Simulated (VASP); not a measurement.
Crystal: CaB6.

```
CELL_PARAMETERS angstrom
4.13004 0.00000 0.00000
0.00000 4.13004 0.00000
0.00000 0.00000 4.13004
ATOMIC_POSITIONS crystal
Ca 0.50000 0.50000 0.50000
B 0.00000 0.00000 0.29847
B 0.00000 0.00000 0.70153
B 0.29847 0.00000 0.00000
B 0.70153 0.00000 0.00000
B 0.00000 0.29847 0.00000
B 0.00000 0.70153 0.00000
```

Base run:

```yaml
Program: VASP 6.6.1
Functional: r2SCAN
Potentials_or_basis: VASP PAW PBE potentials, release 64 (Ca_sv, B)
Cutoff: 520 eV
k_mesh: 10 × 10 × 10
Occupations: methfessel-paxton, width 0.1 eV
Spin: no spin polarisation
```

Its results: pressure 1.0 GPa; largest force 0.069 eV/Å.

Task: The run is repeated on the same cell with these changes: functional from r2SCAN to PBE. What comes out?

Result: Pressure 2.1 GPa; largest force 0.005 eV/Å.

Caveats: the PAW data sets were made with another functional, which shifts forces and pressure a little (some runs).
